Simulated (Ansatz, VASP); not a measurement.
# Ru (hcp): VASP beside Ansatz

Wanted: the spread between two codes on one cell, functional and k mesh. The cell is taken from a series of runs on this material, whose earlier steps may have relaxed, scaled, displaced or heated it; both programs get it as it stands.

Method: plane waves, with VASP 6.6.1 beside it; relaxation of cell and atoms at r2SCAN, in Ansatz 0.2.0.

## (1) The starting structure

The structure is hexagonal, space group P6_3/mmc (No. 194). Conventional cell: a = 2.704 Å, b = 2.704 Å, c = 4.282 Å, α = 90.00°, β = 90.00°, γ = 120.00°. Nearest to Ru lie 12 Ru at 2.65 to 2.70 Å.

As a file:

```
Ru
1.0
     2.70389    0.00000    0.00000
    -1.35194    2.34164    0.00000
     0.00000    0.00000    4.28168
Ru
2
Direct
  0.33333 0.66667 0.25000
  0.66667 0.33333 0.75000
```

## (2) VASP: relaxation of cell and atoms, r2SCAN

The relaxed volume is the usual yardstick between codes: in a stiff, nearly cubic crystal its relative difference is about their pressure difference at one cell divided by the bulk modulus.

Lines of VASP's logs that name or quote its potential files are left out, and so is its time.

File INCAR:

```
SYSTEM = Ru
PREC = Accurate
ENCUT = 550
EDIFF = 1E-07
NELM = 120
ISMEAR = -1
SIGMA = 0.05
LREAL = .FALSE.
ALGO = Normal
METAGGA = R2SCAN
LASPH = .TRUE.
NBANDS = 20
LORBIT = 11
LWAVE = .FALSE.
LCHARG = .FALSE.
ISIF = 3
IBRION = 2
NSW = 80
EDIFFG = -0.005
GGA_COMPAT = .FALSE.
NELMIN = 4
LMIXTAU = .TRUE.
KPAR = 2
```

File POSCAR:

```
Ru
1.0
    2.7038900000      0.0000000000      0.0000000000
   -1.3519450000      2.3416370000      0.0000000000
    0.0000000000      0.0000000000      4.2816800000
Ru
2
Direct
    0.3333334757      0.6666669514      0.2500000000
    0.6666667378      0.3333334757      0.7500000000
```

File KPOINTS:

```
Automatic mesh
0
Gamma
16 16 9
0 0 0
```

The projector-augmented-wave data sets are Ru_pv (PBE family, release 64).

Launch:

```console
mpirun -np 2 vasp_std
```

Numbers of over 12 decimals in the logs are rounded to 6 here.

What it wrote:

```text
[banner, memory and clock lines left out]
running    2 mpi-ranks, on    1 nodes
 distrk:  each k-point on    1 cores,    2 groups
 distr:  one band on    1 cores,    1 groups

 POSCAR found type information on POSCAR Ru
 POSCAR found :  1 types and       2 ions
|                                                                             |
|               ----> ADVICE to this user running VASP <----                  |
|                                                                             |
|     You enforced a specific xc type in the INCAR file but a different       |
|     [... a line on the potential file left out ...]
|     I HOPE YOU KNOW WHAT YOU ARE DOING!                                     |
|                                                                             |

 LDA part: xc-table for (None), standard interpolation
 POSCAR, INCAR and KPOINTS ok, starting setup
 FFT: planning ... GRIDC
 FFT: planning ... GRID_SOFT
 FFT: planning ... GRID
 WAVECAR not read
 entering main loop
       N       E                     dE             d eps       ncg     rms          rms(c)
DAV:   1     0.268241694488E+03    0.26824E+03   -0.18746E+04  6000   0.167E+03
DAV:   2    -0.549014164934E+02   -0.32314E+03   -0.31419E+03  6160   0.486E+02
DAV:   3    -0.614469315644E+02   -0.65455E+01   -0.64961E+01  6920   0.775E+01
DAV:   4    -0.615044079569E+02   -0.57476E-01   -0.57353E-01  7888   0.668E+00
DAV:   5    -0.615050958325E+02   -0.68788E-03   -0.67914E-03  6632   0.645E-01    0.228E+01
DAV:   6    -0.515697061765E+02    0.99354E+01   -0.11857E+01  6520   0.366E+01    0.195E+00
DAV:   7    -0.502199918725E+02    0.13497E+01   -0.77649E-01  6684   0.714E+00    0.853E-01
DAV:   8    -0.507972710893E+02   -0.57728E+00   -0.65231E-01  6192   0.602E+00    0.150E+00
DAV:   9    -0.507912653142E+02    0.60058E-02   -0.13812E-02  6364   0.126E+00    0.712E-01
DAV:  10    -0.508643068521E+02   -0.73042E-01   -0.18724E-02  6108   0.151E+00    0.403E-01
DAV:  11    -0.508626741756E+02    0.16327E-02   -0.69851E-03  6608   0.775E-01    0.101E-01
DAV:  12    -0.508607479544E+02    0.19262E-02   -0.36711E-03  6176   0.531E-01    0.879E-02
DAV:  13    -0.508618683891E+02   -0.11204E-02   -0.18768E-04  6332   0.111E-01    0.696E-02
DAV:  14    -0.508640400272E+02   -0.21716E-02   -0.61827E-04  6040   0.237E-01    0.438E-02
DAV:  15    -0.508640638963E+02   -0.23869E-04   -0.57245E-05  6356   0.672E-02    0.314E-02
DAV:  16    -0.508640508248E+02    0.13072E-04   -0.45769E-05  6188   0.613E-02    0.344E-03
DAV:  17    -0.508640640817E+02   -0.13257E-04   -0.65976E-06  6120   0.146E-02    0.773E-04
DAV:  18    -0.508640624237E+02    0.16580E-05   -0.10284E-07  4060   0.249E-03    0.133E-03
DAV:  19    -0.508640628290E+02   -0.40533E-06   -0.10129E-07  3048   0.327E-03    0.185E-04
DAV:  20    -0.508640625706E+02    0.25839E-06   -0.21524E-08  3024   0.131E-03    0.382E-04
DAV:  21    -0.508640625722E+02   -0.15757E-08   -0.21042E-09  3016   0.449E-04
   1 F= -.50864063E+02 E0= -.50858679E+02  d E =-.508641E+02
[...]
2 F= -.50863798E+02 E0= -.50858620E+02  d E =0.265019E-03
[...]
3 F= -.50865048E+02 E0= -.50859792E+02  d E =-.985397E-03
[...]
4 F= -.50864952E+02 E0= -.50859680E+02  d E =0.962390E-04
 trial-energy change:    0.000096  1 .order    0.000090   -0.000115    0.000296
 step:   0.2354(harm=  0.2503)  dis= 0.00000  next Energy=   -50.865063 (dE=-0.150E-04)
 bond charge predicted
       N       E                     dE             d eps       ncg     rms          rms(c)
DAV:   1    -0.508667904212E+02   -0.18387E-02   -0.38530E-02  6008   0.220E+00    0.340E-01
DAV:   2    -0.508650506817E+02    0.17397E-02   -0.50041E-03  6008   0.679E-01    0.587E-02
DAV:   3    -0.508650324714E+02    0.18210E-04   -0.25527E-04  6516   0.151E-01    0.292E-02
DAV:   4    -0.508650344974E+02   -0.20260E-05   -0.55806E-05  6408   0.668E-02    0.138E-02
DAV:   5    -0.508650583955E+02   -0.23898E-04   -0.21978E-05  6120   0.484E-02    0.413E-03
DAV:   6    -0.508650597149E+02   -0.13194E-05   -0.10155E-05  6116   0.320E-02    0.157E-03
DAV:   7    -0.508650617361E+02   -0.20212E-05   -0.38009E-06  6012   0.197E-02    0.638E-04
DAV:   8    -0.508650636535E+02   -0.19174E-05   -0.10032E-07  3552   0.254E-03    0.224E-04
DAV:   9    -0.508650621970E+02    0.14565E-05   -0.20275E-08  3004   0.145E-03    0.575E-05
DAV:  10    -0.508650624941E+02   -0.29707E-06   -0.94915E-10  3012   0.342E-04    0.245E-05
DAV:  11    -0.508650624909E+02    0.31318E-08   -0.21247E-10  3004   0.136E-04
   5 F= -.50865062E+02 E0= -.50859802E+02  d E =-.145215E-04
 curvature:  -0.13 expect dE=-0.522E-07 dE for cont linesearch -0.484E-07
 trial: gam=-0.04814 g(F)=  0.113E-40 g(S)=  0.406E-06 ort = 0.706E-05 (trialstep = 0.762E+00)
 search vector abs. value=  0.330E-07
 reached required accuracy - stopping structural energy minimisation
```

From OUTCAR (step 2):

```text
ion  position               nearest neighbor table
   1  0.333  0.667  0.250-   2 2.65   2 2.65   2 2.65   2 2.65   2 2.65   2 2.65
   2  0.667  0.333  0.750-   1 2.65   1 2.65   1 2.65   1 2.65   1 2.65   1 2.65

  LATTYP: Found a hexagonal cell.
 ALAT       =     2.7038900000
 C/A-ratio  =     1.5835259570

 Subroutine GETGRP returns: Found 24 space group operations
 (whereof 12 operations were pure point group operations)

The static configuration has the point symmetry D_3d.
 The point group associated with its full space group is D_6h.

 Found    150 irreducible k-points:

   k-points           NKPTS =    150   k-points in BZ     NKDIM =    150   number of bands    NBANDS=     20

   dimension x,y,z NGX =    24 NGY =   24 NGZ =   36
   dimension x,y,z NGXF=    48 NGYF=   48 NGZF=   72

   ENCUT  =  550.0 eV  40.42 Ry    6.36 a.u.   5.17  5.17  8.19*2*pi/ulx,y,z

   NELECT =      28.0000    total number of electrons

 k-points in reciprocal lattice and weights: Automatic mesh
   0.00000000  0.00000000  0.00000000       0.000
   0.06250000  0.00000000  0.00000000       0.003
   0.12500000  0.00000000  0.00000000       0.003
   0.18750000  0.00000000  0.00000000       0.003
   0.25000000  0.00000000  0.00000000       0.003
   0.31250000  0.00000000  0.00000000       0.003
   0.37500000  0.00000000  0.00000000       0.003
   0.43750000  0.00000000  0.00000000       0.003
   0.50000000  0.00000000  0.00000000       0.001
[...]
0.37500000  0.25000000  0.44444444       0.005
   0.31250000  0.31250000  0.44444444       0.005

 average (electrostatic) potential at core
       1 -72.3287       2 -72.3287

 E-fermi :  12.7776

 k-point     1 :       0.0000    0.0000    0.0000
  band No.  band energies     occupation
    ...
     11      10.2870      2.00000
     12      10.7634      2.00000
     13      10.7634      2.00000
     14      11.2547      2.00000
     15      11.2547      2.00000
     16      13.9937      0.00000
     17      13.9937      0.00000
     18      14.1783      0.00000
     19      21.1585      0.00000
     20      21.1587      0.00000

 k-point     2 :       0.0625    0.0000    0.0000
  band No.  band energies     occupation
    ...
     12      10.6995      2.00000
     13      10.8758      2.00000
     14      11.1080      2.00000
     15      11.1616      2.00000
     16      12.7915      0.86190
     17      14.0523      0.00000
     18      15.5844      0.00000
     19      21.1584      0.00000
     20      21.1587      0.00000

 k-point     3 :       0.1250    0.0000    0.0000
  band No.  band energies     occupation
    ...
     12      10.5598      2.00000
     13      10.9194      2.00000
     14      10.9420      2.00000
     15      11.2050      2.00000
     16      11.9147      2.00000
     17      14.1959      0.00000
     18      17.1900      0.00000
     19      21.1584      0.00000
     20      21.1587      0.00000

  Total        0.0028991      0.0028991      0.0001944      0.0000000      0.0000000      0.0000000
  in kB        0.1713900      0.1713899      0.0114909      0.0000000      0.0000000      0.0000000
  external PRESSURE =       0.1180903 kB  Pullay stress =       0.0000000 kB

  energy-cutoff  :      550.00
  volume of cell :       27.10
      direct lattice vectors                 reciprocal lattice vectors
     2.708908970 -0.000000000 -0.000000000     0.369152309  0.213130224 -0.000000000
    -1.354454485  2.345983553 -0.000000000     0.000000000  0.426260448 -0.000000000
     0.000000000 -0.000000000  4.264490942     0.000000000  0.000000000  0.234494577

 POSITION                                       TOTAL-FORCE (eV/Angst)
 -----------------------------------------------------------------------------------
      0.00000      1.56399      1.06612        -0.000000      0.000000      0.000000
      1.35445      0.78199      3.19837         0.000000     -0.000000      0.000000
 -----------------------------------------------------------------------------------
    total drift:                                0.000000     -0.000559      0.000001

  FREE ENERGIE OF THE ION-ELECTRON SYSTEM (eV)
  ---------------------------------------------------
  free  energy   TOTEN  =       -50.8650624909 eV

  energy  without entropy=      -50.8545422162  energy(sigma->0) =      -50.85980235

 reached required accuracy - stopping structural energy minimisation

 total charge
# of ion       s       p       d       tot
------------------------------------------
    1        0.409   6.318   5.952  12.680
    2        0.409   6.318   5.952  12.680
--------------------------------------------------
tot          0.819  12.636  11.905  25.360

[... 3 further parts left out ...]
```

CONTCAR:

```
Ru
   1.00000000000000
     2.7089089699215014   -0.0000000000000000   -0.0000000000000000
    -1.3544544849607507    2.3459835530626156   -0.0000000000000000
     0.0000000000000000   -0.0000000000000000    4.2644909420703137
  Ru
     2
Direct
     0.3333334757000017    0.6666669514000034    0.2500000000000000
     0.6666667378000000    0.3333334757000017    0.7500000000000000
```

The run keeps the 24 symmetry operations of its start, so it cannot find a distortion of lower symmetry.

## (3) Ansatz: relaxation of cell and atoms, r2SCAN

Ansatz runs on its PAW soft_1 files.

The same cell, functional, mesh and smearing now go to Ansatz.

File input.yaml:

```yaml
crystal:
  lattice:
    - [2.70389, 0.0, 0.0]
    - [-1.351945, 2.341637429, 0.0]
    - [0.0, 0.0, 4.28168]
  atoms:
    - { symbol: Ru, position: [0.3333333333, 0.6666666667, 0.25] }
    - { symbol: Ru, position: [0.6666666667, 0.3333333333, 0.75] }
basis:
  ecutwfc: 500
  xc_grid: 2
hamiltonian:
  xc: r2scan
  pseudopotentials: { kind: paw, azcp: { folder: soft_1 } }
kpoints:
  mp_grid: { grid: [16, 16, 9] }
scf:
  occupations: { method: fermi_dirac, width: 0.05 }
  max_iter: 150
output:
  forces: true
  stress: true
relax:
  f_tol: 0.01
  max_steps: 60
  cell: {}
checkpoint:
  write: "../r2scan.run"
  compress: false
  write_wavefunctions: false
  write_every: 100000
```

Launch:

```console
ansatz run input.yaml --threads 2 --pin off --max-ram 7536MiB --backend cpu --events-out ev --progress --plain --runs-dir out
```

What it wrote:

```text
Engine: ansatz 0.2.0, aarch64-unknown-linux-gnu
Pseudopotentials: kind: paw
Pseudopotential: Ru, paw, valence charge 16, recommended cutoff 500 eV (meta_gga), soft_1/Ru.paw.azcp
Functional definition: r2SCAN
  parameter k0 = 0.174
  parameter k1 = 0.065
  parameter a1 = 4.9479
  exchange = r2scan_x(k0 = k0, k1 = k1, a1 = a1)
  correlation = r2scan_c
Crystal: 2 atoms, lattice volume = 27.110 Å³
Basis set: ecut = 500 eV, 687 PW (Γ), exchange–correlation on 40×40×64 points (8 copies of the dense FFT grid, shifted against one another)
Bands: 20, of which v1, the nominal top of the filled ones, is band 16 counted from 1 (15 counted from 0)
Symmetry: 24 space group operations
Space group: P63/mmc (ITA 194), of the structure as read, at distance tolerance 3.0e-5 Å
k-points: 150 of 2304
Non-local potential: Ru, projectors of the file, l = 0: 3, l = 1: 2, l = 2: 2, l = 3: 1
PAW form: soft (Blöchl's): semilocal exchange-correlation on the pseudo side does not see the compensation charge
PAW frozen core: Ru, regenerated for the run's functional (the file was generated under x = pbe(κ = 0.804, μ = 0.219515), c = pbe(β = 0.066725))
PAW one-centre angular grid: Ru, 590 points (default); XC on 160 Gauss nodes
Initial density: superposition of atomic densities (chi_scale 0.1, normalization cell)
Initial wavefunctions: pseudopotential atomic-orbital guess
Functional: x = r2scan, c = r2scan; τ floored in thin density (d = 2e-4 eV/Å³)
SCF iter   1: F=—  HF=-11782.433878 eV  |F-HF|=—  |Δ(HF+E_count)|=         —  Δρ=1.15e-1  dr2=3.45e0  dr2_τ=8.24e-2  ethr=3.10e-3  ⟨swp⟩=5.0  Hψ=12482  notcnv=0
preconditioner: auto → none  [metal: Δε(μ)=0.034 eV  Ē_g=6.377 eV  σ=0.050 eV  W_gap=0.17  n_scr=8 (ndim 8)  ℏωp=28.5 eV  f_vac=0.000  D(μ)=1.00/eV (n_scr^D=2)  sad-step TF]
SCF iter   2: F=—  HF=-11781.493741 eV  |F-HF|=—  |Δ(HF+E_count)|=   9.40e-1  Δρ=5.05e-2  dr2=6.40e-1  dr2_τ=6.15e-2  ethr=3.10e-3  ⟨swp⟩=2.5  Hψ=6557  notcnv=0  defer=8
SCF iter   3: F=—  HF=-11781.484558 eV  |F-HF|=—  |Δ(HF+E_count)|=   9.18e-3  Δρ=9.51e-3  dr2=1.52e-2  dr2_τ=8.28e-4  ethr=2.00e-3  ⟨swp⟩=2.1  Hψ=4859  notcnv=0  defer=8
SCF iter   4: F=—  HF=-11781.494116 eV  |F-HF|=—  |Δ(HF+E_count)|=   9.56e-3  Δρ=2.65e-3  dr2=1.82e-3  dr2_τ=8.02e-5  ethr=4.75e-5  ⟨swp⟩=2.0  Hψ=5981  notcnv=0  defer=8
SCF iter   5: F=—  HF=-11781.493603 eV  |F-HF|=—  |Δ(HF+E_count)|=   5.13e-4  Δρ=3.83e-4  dr2=3.54e-5  dr2_τ=1.61e-6  ethr=5.69e-6  ⟨swp⟩=2.0  Hψ=4179  notcnv=0  defer=8
SCF iter   6: F=—  HF=-11781.493595 eV  |F-HF|=—  |Δ(HF+E_count)|=   8.53e-6  Δρ=4.52e-5  dr2=2.94e-7  dr2_τ=4.34e-8  ethr=1.11e-7  ⟨swp⟩=2.0  Hψ=4213  notcnv=0  defer=8
SCF iter   7: F=-11781.493595 eV  HF=-11781.493595 eV  |F-HF|=7.85e-9  |Δ(HF+E_count)|=   8.65e-8  Δρ=7.13e-6  dr2=3.51e-9  dr2_τ=1.30e-9  ethr=3.13e-10  ⟨swp⟩=4.7  Hψ=11172  notcnv=0
SCF 1 converged in 7 iterations: F = -11781.493595 eV  dr2 = 3.51e-9
  greatest PAW one-centre occupation: 0.999 electrons in one spin orbital (limit 2), on the Ru atom at site 1 (counted from 0), in its partial waves of l = 0
relax step   1: F+E_penalty+E_count = -11781.49359474 eV  Δ(F+E_penalty+E_count) = +0.000e0 eV  max|allowed force component| = 3.354e-17 eV/Å  Δτ_max = 0.0000 Å  P = -1.197 GPa  Ω = 27.110 Å³  (7 SCF iters, dr2 threshold 1.00e-7 eV, accepted)
[...]
relax step   2: F+E_penalty+E_count = -11781.49405667 eV  Δ(F+E_penalty+E_count) = -4.619e-4 eV  max|allowed force component| = 6.245e-17 eV/Å  Δτ_max = 0.0000 Å  P = +1.232 GPa  Ω = 26.929 Å³  energy of the carried Pulay correction = +5.692e-5 eV  (5 SCF iters, dr2 threshold 2.00e-7 eV, accepted)
[...]
relax step   3: F+E_penalty+E_count = -11781.49500770 eV  Δ(F+E_penalty+E_count) = -9.510e-4 eV  max|allowed force component| = 7.401e-17 eV/Å  Δτ_max = 0.0000 Å  P = -0.048 GPa  Ω = 27.023 Å³  energy of the carried Pulay correction = +2.712e-5 eV  (5 SCF iters, dr2 threshold 2.00e-7 eV, accepted)
[...]
relax step   4: F+E_penalty+E_count = -11781.49500958 eV  Δ(F+E_penalty+E_count) = -1.877e-6 eV  max|allowed force component| = 3.238e-17 eV/Å  Δτ_max = 0.0000 Å  P = +0.004 GPa  Ω = 27.019 Å³  energy of the carried Pulay correction = +2.839e-5 eV  (3 SCF iters, dr2 threshold 9.01e-9 eV, accepted)
[...]
relax step   5: F+E_penalty+E_count = -11781.49498248 eV  Δ(F+E_penalty+E_count) = +2.710e-5 eV  max|allowed force component| = 3.469e-17 eV/Å  Δτ_max = 0.0000 Å  P = +0.002 GPa  Ω = 27.019 Å³  stress off target by 5.01e-3 GPa  SCF on the basis re-selected at this cell (its energy is not comparable with the rows above)  (5 SCF iters)
basis re-selected at this cell: Δ(F+E_penalty+E_count) = +2.710e-5 eV, ΔP = -0.001 GPa vs the last step (what re-selecting the basis moved, of the pressure what is left beyond the Pulay correction that the steps carried, after the strain that the cell walked since its last selection, with what the two solves' SCF thresholds leave and, on support functions, any second-order correction that the steps lacked; it is no m [...]
SCF converged after 5 iterations
Free energy (F): -11781.494982 eV
Harris-Foulkes:  -11781.494982 eV  (|F-HF|=3.64e-12)
Internal energy: -11781.484491 eV  (E = F + TS)
E sigma→0 (E₀):  -11781.489737 eV
Entropy (-TS):   -0.010491 eV (-5.246 meV/atom)
Fermi energy:    23.350078 eV
--- Per-component energies (eV) ---
  E_band       = -140.434958
  E_kinetic    = 920.325634
  E_local      = -2527.993747  (includes V_loc(G=0)·N_el)
  E_nonlocal   = 825.299120
  E_hartree    = 837.778166
  E_xc         = -327.332382
  E_vxc        = -479.696313  (∫ρ·V_xc dr)
  E_paw        = -7039.564792  (= ΣΔE_a)
  E_vpaw       = -588.750538  (= ΣTr[D̂ρ^β])
  E_aug_tail   = 0.001314  (compensation charges beyond the density's cutoff)
  E_vtau       = 34.823125  (kinetic-family band-sum trace: ∫τ·v_τ [+ j·A + Jᵃ·Aᵃ] dr)
  E_ewald      = -4469.375899
  E_core_change = -0.621905  (= ΣΔE_core)
  E_smearing   = -0.010491  (= −TS)
  E_closure    = 0.000000  (closes the sum)
  Σ components = -11781.494982   (vs F -11781.494982, Δ=0.00e0)
--- Forces (eV/Å), atoms counted from 1 ---
  atom   1  Ru    -0.00000000    -0.00000000     0.00000000
  atom   2  Ru     0.00000000     0.00000000     0.00000000
  max |Σ_I F_I| component: 1.85e-17 eV/Å
--- Stress (GPa, compression-positive) ---
        0.005012       0.000000       0.000000
        0.000000       0.005012       0.000000
        0.000000       0.000000      -0.002620
  P = ⅓ Tr σ = 0.0025 GPa (0.025 kbar)
--- Relaxed structure (4 steps of the walk, 4 accepted, 1 SCFs on fresh bases) ---
  F+E_penalty+E_count = -11781.49498248 eV   max|allowed force component| = 3.469e-17 eV/Å   (the final SCF, on the basis selected at the relaxed cell)
  cell:  # Å, volume = 27.0193 Å³
    - [2.706285, 0.0, 0.0]
    - [-1.353143, 2.343712, 0.0]
    - [0.0, 0.0, 4.259867]
  atoms:
    - { symbol: Ru, position: [0.333333, 0.666667, 0.250000] }
    - { symbol: Ru, position: [0.666667, 0.333333, 0.750000] }
```

## (4) Comparison

Known differences besides the potentials themselves: VASP keeps PBE cores, Ansatz makes them for the functional; the data sets hold 32 valence electrons in Ansatz (on its PAW soft_1 files) and 28 in VASP; the cutoff is 500 eV in Ansatz and 550 eV in VASP; Ansatz adds a Pulay correction to the stress that steers its cell, VASP none. Total energies have different zeros and are not compared.

Compared:

```
                                         quantity  Ansatz   VASP  difference
                                      volume (Å³)   27.02  27.10     -0.30 %
edge a after relaxation, in the typed setting (Å)   2.706  2.709     -0.10 %
edge c after relaxation, in the typed setting (Å)   4.260  4.264     -0.11 %
```

## (5) Summary of results

```json
{
  "difference in volume (relaxation of cell and atoms, r2SCAN)": "-0.30 %"
}
```

**Reading.** The difference in volume is -0.30 % (relaxation of cell and atoms, r2SCAN), within the 1.2 % picked in this series as the mark of a large difference, as far as the stopping tolerances let one tell. The data sets hold unlike numbers of valence electrons (32 in Ansatz and 28 in VASP), so part of the differences comes from the potentials. How closely two codes agree says nothing of how well the functional describes the real material.

[Lines on the potential files, build, host, timing and source positions are cut from VASP's logs without a mark.]

[Logs are printed without paths, hosts, clocks, repeated set-up lines and the standing remarks that a program may print on its own settings, such as how far it seeks lower states.]

[Hosts, paths, dates, database ids (printed as entryN), source tags and the programs' standing remarks are cut or masked in the printed files.]
